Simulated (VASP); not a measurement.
Data:

```yaml
crystal:
  lattice:
    - [6.55038, 0.00000, 0.00000]
    - [0.00000, 6.55038, 0.00000]
    - [0.00000, 0.00000, 6.55038]
  atoms:
    - { symbol: Sb, position: [0.62519, 0.87481, 0.12519] }
    - { symbol: Sb, position: [0.12519, 0.62519, 0.87481] }
    - { symbol: Sb, position: [0.62519, 0.62519, 0.62519] }
    - { symbol: Sb, position: [0.37481, 0.37481, 0.37481] }
    - { symbol: Sb, position: [0.87481, 0.12519, 0.62519] }
    - { symbol: Sb, position: [0.87481, 0.37481, 0.12519] }
    - { symbol: Sb, position: [0.12519, 0.87481, 0.37481] }
    - { symbol: Sb, position: [0.37481, 0.12519, 0.87481] }
    - { symbol: Pt, position: [0.00000, 0.50000, 0.50000] }
    - { symbol: Pt, position: [0.50000, 0.00000, 0.50000] }
    - { symbol: Pt, position: [0.00000, 0.00000, 0.00000] }
    - { symbol: Pt, position: [0.50000, 0.50000, 0.00000] }
```

All values below come from PBE GGA, VASP's PBE PAW potentials (set 64) (plane waves; VASP 6.6.1). Run with 400 eV cut-off, 5×5×5 Γ-centred mesh, tetrahedra with Blöchl corrections, potentials Sb Pt.

Problem. The job: PtSb₂ (pyrite), 12 atoms, PBE, static run, 400 eV, 5×5×5 Γ-centred mesh. Roughly how much core time does it take on a busy server core?

Solution. About 3 core-minutes (one run on a shared machine, a rough figure). It had 11 irreducible k-points, 48 bands, up to 5137 plane waves and 18 electronic steps.

The compound is PtSb2 in the pyrite structure. It was relaxed first, which changed the volume by +5 %.
